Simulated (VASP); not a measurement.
Data:

```yaml
crystal:
  lattice:
    - [5.00568, 0.00000, 0.00000]
    - [0.00000, 5.00568, 0.00000]
    - [0.00000, 0.00000, 3.43168]
  atoms:
    - { symbol: Pb, position: [0.00000, 0.00000, 0.00000] }
    - { symbol: Pb, position: [0.50000, 0.50000, 0.50000] }
    - { symbol: O, position: [0.30730, 0.30730, 0.00000] }
    - { symbol: O, position: [0.80730, 0.19270, 0.50000] }
    - { symbol: O, position: [0.19270, 0.80730, 0.50000] }
    - { symbol: O, position: [0.69270, 0.69270, 0.00000] }
```

Method: vdW-DF-cx, VASP's PBE PAW potentials (set 64) (plane waves; VASP). Settings: 520 eV cut-off, 5×5×7 Γ-centred mesh, tetrahedra with Blöchl corrections, potentials Pb_d O.

Predict the energy per atom (σ→0).

```
Quantity                       Result
---------------------  --------------
energy per atom (σ→0)  -3.260 eV/atom
```

Total energies compare only between runs with the same potentials, cut-off and functional.

The compound is PbO2 in the rutile structure. It was relaxed first.
